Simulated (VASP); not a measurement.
# Sr2CuCN2O2 (P1) in VASP: single point with LDA

Aim: the single point of Sr2CuCN2O2 with LDA.

Everything below comes from runs of VASP 6.6.1. Logs are shortened: lines on timing, memory, paths and dates and some standing lists are left out, and cuts for length are marked.

### 1 The structure

The typed cell holds 8 atoms: a = 3.820 Å, b = 3.830 Å, c = 8.046 Å, α = 88.55°, β = 90.75°, γ = 90.57°.

The cell comes from a database or a generator and needn't be the stable form of this composition.

### 2 Single point, LDA

File INCAR:

```
PREC = Accurate ; ENCUT = 520
EDIFF = 1E-6 ; ISMEAR = -1
SIGMA = 0.1 ; LREAL = F
LASPH = T ; NELM = 100
ALGO = Normal ; ISIF = 2
LWAVE = F ; LCHARG = F
GGA = CA ; NBANDS = 38
```

File KPOINTS:

```
Automatic mesh
0
Gamma
  4 4 2
  0.5 0.5 0.5
```

File POSCAR:

```
Sr2CuCN2O2
1.0
    3.8198000000     -0.0189000000     -0.0246000000
   -0.0189000000      3.8301000000      0.0479000000
   -0.0524000000      0.1021000000      8.0454000000
Sr Cu C N O
2 1 1 2 2
Direct
    0.4830000000      0.4983000000      0.7134000000
    0.4665000000      0.4969000000      0.2938000000
    0.0164000000      0.0115000000      0.4932000000
    0.0124000000      0.0032000000      0.0095000000
    0.9967000000      0.0073000000      0.8556000000
    0.9837000000      0.9915000000      0.1512000000
    0.0049000000      0.4956000000      0.4943000000
    0.4880000000      0.9944000000      0.5084000000
```

Potentials or basis: VASP PAW LDA potentials, release 64 (Sr_sv, Cu, C, N, O).

The run is started by

```console
> cat potpaw_LDA.64/Sr_sv/POTCAR potpaw_LDA.64/Cu/POTCAR potpaw_LDA.64/C/POTCAR potpaw_LDA.64/N/POTCAR potpaw_LDA.64/O/POTCAR > POTCAR
> mpirun -np 1 vasp_std > vasp.out
```

OUTCAR:

```text
PREC = Accurate
   ENCUT = 520
   EDIFF = 1E-6
   ISMEAR = -1
   LREAL = F
   LASPH = T
   NELM = 100
   ISIF = 2
   GGA = CA

 ion  position               nearest neighbor table
   1  0.483  0.498  0.713-   8 2.48   7 2.52   8 2.57   7 2.68   5 2.86   5 2.93   5 2.97   5 2.99
                             3 3.13   3 3.16   3 3.32   3 3.33   2 3.38   4 3.51   2 4.67   2 5.04
   2  0.467  0.497  0.294-   7 2.41   8 2.55   7 2.60   8 2.60   6 2.87   6 2.91   6 2.95   3 2.97
                             6 3.04   3 3.12   3 3.21   3 3.30   1 3.38   4 3.43   4 3.44   1 4.67
   3  0.016  0.011  0.493-   8 1.81   7 1.86   7 1.98   8 2.02   2 2.97   2 3.12   1 3.13   1 3.16
                             2 3.21   2 3.30   1 3.32   1 3.33
   4  0.012  0.003  0.010-   6 1.15   5 1.24   2 3.43   2 3.44   1 3.51
   5  0.997  0.007  0.856-   4 1.24   1 2.86   1 2.93   1 2.97   1 2.99
   6  0.984  0.992  0.151-   4 1.15   2 2.87   2 2.91   2 2.95   2 3.04
   7  0.005  0.496  0.494-   3 1.86   3 1.98   2 2.41   1 2.52   2 2.60   1 2.68
   8  0.488  0.994  0.508-   3 1.81   3 2.02   1 2.48   2 2.55   1 2.57   2 2.60

  LATTYP: Found a triclinic cell.
 ALAT       =     3.8304461398
 B/A-ratio  =     1.4052208777
 C/A-ratio  =     2.1005956370
 COS(alpha) =     0.0087142987
 COS(beta)  =     0.0252239758
 COS(gamma) =     0.7045622241

  Lattice vectors:

 A1 = (   0.0189000000,  -3.8301000000,  -0.0479000000)
 A2 = (  -3.8009000000,  -3.8112000000,  -0.0233000000)
 A3 = (   0.0524000000,  -0.1021000000,  -8.0454000000)

Analysis of symmetry for initial positions (statically):
=====================================================================
 Subroutine PRICEL returns:
 Original cell was already a primitive cell.

 Routine SETGRP: Setting up the symmetry group for a
 triclinic supercell.

 Subroutine GETGRP returns: Found  1 space group operations
 (whereof  1 operations were pure point group operations)
 out of a pool of  2 trial point group operations.

The static configuration has the point symmetry C_1 .

Analysis of symmetry for dynamics (positions and initial velocities):
=====================================================================
 Subroutine PRICEL returns:
 Original cell was already a primitive cell.

 Routine SETGRP: Setting up the symmetry group for a
 triclinic supercell.

 Subroutine GETGRP returns: Found  1 space group operations
 (whereof  1 operations were pure point group operations)
 out of a pool of  2 trial point group operations.

The dynamic configuration has the point symmetry C_1 .

[... 106 lines left out ...]
   NFREE  =      0    steps in history (QN), initial steepest desc. (CG)
   ISIF   =      2    stress and relaxation
   ISYM   =      2    0-nonsym 1-usesym 2-fastsym
   POTIM  = 0.5000    time-step for ionic-motion
   TEBEG  =    0.0;   TEEND  =   0.0 temperature during run
   PSTRESS=    0.0 pullay stress
   NELECT =      57.0000    total number of electrons
   NUPDOWN=      -1.0000    fix difference up-down
   EMIN   =  10.00;   EMAX   =-10.00  energy-range for DOS
   EFERMI =   0.00;   METHOD = LEGACY
   ISMEAR =    -1;   SIGMA  =   0.10  broadening in eV -4-tet -1-fermi 0-gaus
   EFERMI_NEDOS =   21; number of points for ismear=-14 and -15
   IALGO  =     38    algorithm
   IMIX   =      4    mixing-type and parameters
     AMIX     =   0.40;   BMIX     =  1.00
     AMIX_MAG =   1.60;   BMIX_MAG =  1.00
  volume/ion in A,a.u.               =      14.71        99.27
  Fermi-wavevector in a.u.,A,eV,Ry     =   1.285680  2.429582 22.490054  1.652972
  Thomas-Fermi vector in A             =   2.417800
   LORBIT       =      0    0 simple, 1 ext, 2 COOP (PROOUT), +10 PAW based schemes
   GGA     = CA    functional components
   LHFCALC =     F    Hartree Fock is set to
   AEXX    =    0.0000 exact exchange contribution
   IVDW    =     0    specifies the selected vdW correction
   LEPSILON=     F    determine dielectric tensor
   LRPA    =     F    only Hartree local field effects (RPA)
 non-spin polarized calculation
  energy-cutoff  :      520.00
  volume of cell :      117.68
 maximum number of plane-waves:      3181
   NGX = 15   NGY = 15   NGZ = 29

 number of electron      56.9999999 magnetization

 Free energy of the ion-electron system (eV)
  ---------------------------------------------------
  ext. energy  EPLUGINS =         0.00000000
  ---------------------------------------------------
  free energy    TOTEN  =       -58.04518216 eV

  energy without entropy =      -57.97649588  energy(sigma->0) =      -58.01083902

 E-fermi :   2.8743     XC(G=0): -10.2845

 val. band max:        2.8576828487   @ k =   0.3750  -0.1250   0.2500
 cond. band min:       2.8962575598   @ k =   0.1250   0.3750   0.2500
 fundamental gap:      0.0385747111
 Fermi energy:         2.8742568427

 k-point     1 :       0.1250    0.1250    0.2500
  band No.  band energies     occupation
      1     -31.0700      2.00000
      2     -30.8273      2.00000
      3     -15.9275      2.00000
      4     -15.7994      2.00000
      5     -14.3546      2.00000
      6     -13.5626      2.00000
[... 645 lines left out ...]
     37       9.3315      0.00000
     38       9.4354      0.00000

------------------------ aborting loop because EDIFF is reached ----------------------------------------

  FORCE on cell =-STRESS in cart. coord.  units (eV):
  Direction    XX          YY          ZZ          XY          YZ          ZX
  --------------------------------------------------------------------------------------
  -------------------------------------------------------------------------------------
  Total       -3.0586391     -3.6557018      9.4889516      0.2852333     -0.9253563     -1.1497580
  in kB      -41.6426015    -49.7714595    129.1896867      3.8833797    -12.5984935    -15.6536650
  external PRESSURE =      12.5918753 kB  Pullay stress =       0.0000000 kB

 VOLUME and BASIS-vectors are now :
 -----------------------------------------------------------------------------
  energy-cutoff  :      520.00
  volume of cell :      117.68
      direct lattice vectors                 reciprocal lattice vectors
     3.819800000 -0.018900000 -0.024600000     0.261810977  0.001270808  0.001689058
    -0.018900000  3.830100000  0.047900000     0.001270794  0.261137401 -0.003305683
    -0.052400000  0.102100000  8.045400000     0.000792960 -0.001550851  0.124319474

 POSITION                                       TOTAL-FORCE (eV/Angst)
 -----------------------------------------------------------------------------------
      1.79816      1.97225      5.75158         0.289981     -0.088662      0.273991
      1.75715      1.92436      2.37606         0.538688      0.204331     -0.196440
      0.03658      0.09409      3.96814        -2.070226     -1.041083      0.266656
      0.04681      0.01299      0.07628        -0.372791     -0.001029     -8.408943
      3.76222      0.09648      6.85948         0.592134      0.103296     -1.076817
      3.73088      3.79439      1.23976        -0.285611     -0.111747      9.342229
     -0.01655      1.94857      4.00046        -0.414227      0.819538      0.073411
      1.81863      3.85134      4.12591         1.722052      0.115355     -0.274088
 -----------------------------------------------------------------------------------
    total drift:                               -0.000626     -0.000993     -0.000622

  FREE ENERGIE OF THE ION-ELECTRON SYSTEM (eV)
  ---------------------------------------------------
  free  energy   TOTEN  =       -58.0451821617 eV

  energy  without entropy=      -57.9764958768  energy(sigma->0) =      -58.01083902
```

OSZICAR:

```text
N       E                     dE             d eps       ncg     rms          rms(c)
DAV:   1     0.571491166437E+03    0.57149E+03   -0.26775E+04  1216   0.160E+03
DAV:   2     0.129286494569E+02   -0.55856E+03   -0.52436E+03  1324   0.422E+02
DAV:   3    -0.652322749745E+02   -0.78161E+02   -0.76759E+02  1784   0.154E+02
DAV:   4    -0.690755805283E+02   -0.38433E+01   -0.38167E+01  1864   0.314E+01
DAV:   5    -0.692635811780E+02   -0.18800E+00   -0.18783E+00  1932   0.548E+00    0.306E+01
DAV:   6    -0.617519983980E+02    0.75116E+01   -0.82949E+01  1802   0.102E+02    0.238E+01
DAV:   7    -0.582659592046E+02    0.34860E+01   -0.20409E+01  1704   0.955E+01    0.153E+01
DAV:   8    -0.580798105182E+02    0.18615E+00   -0.52683E+00  1912   0.216E+01    0.483E+00
DAV:   9    -0.580533210735E+02    0.26489E-01   -0.53472E-01  1690   0.517E+00    0.125E+00
DAV:  10    -0.580452378045E+02    0.80833E-02   -0.13670E-01  1928   0.316E+00    0.497E-01
DAV:  11    -0.580447120716E+02    0.52573E-03   -0.19208E-02  1722   0.141E+00    0.253E-01
DAV:  12    -0.580451604816E+02   -0.44841E-03   -0.47126E-03  1644   0.386E-01    0.137E-01
DAV:  13    -0.580451494808E+02    0.11001E-04   -0.83871E-04  1810   0.306E-01    0.398E-02
DAV:  14    -0.580451807073E+02   -0.31226E-04   -0.25867E-04  1570   0.929E-02    0.217E-02
DAV:  15    -0.580451813063E+02   -0.59901E-06   -0.40059E-05  1834   0.499E-02    0.945E-03
DAV:  16    -0.580451821617E+02   -0.85542E-06   -0.84538E-06  1578   0.246E-02
   1 F= -.58045182E+02 E0= -.58010839E+02  d E =-.686863E-01
```

Run time: 75 s. Hardware: 1 thread of Intel Xeon Platinum 8559C (Emerald Rapids), shared host; peak memory 0.22 GiB.

What came out:

```yaml
Free_energy: -58.0452 eV
Pressure: 1.3 GPa
Largest_force: 9.347 eV/Å
Band_gap_on_the_k_mesh: none (metal or under the smearing width)
```

Forces in eV/Å, atoms in the order of the input:
```
Sr   0.290 -0.089  0.274
Sr   0.539  0.204 -0.196
Cu  -2.070 -1.041  0.267
C   -0.373 -0.001 -8.409
N    0.592  0.103 -1.077
N   -0.286 -0.112  9.342
O   -0.414  0.820  0.073
O    1.722  0.115 -0.274
```

Stress tensor (GPa, compression positive):
```
-4.16  0.39 -1.57
 0.39 -4.98 -1.26
-1.57 -1.26 12.92
```

Caveat: the k mesh is coarse (spacing up to 0.41 Å⁻¹), so the values aren't converged; the standard files for N, O and F lose accuracy on very short bonds; an odd number of electrons without spin polarisation forces a metal; a magnetic or distorted state may lie lower; the run has no spin polarisation, though such a crystal can be magnetic; semilocal functionals often make such compounds metallic where correlation or magnetic order opens a gap, which also shifts bond lengths.
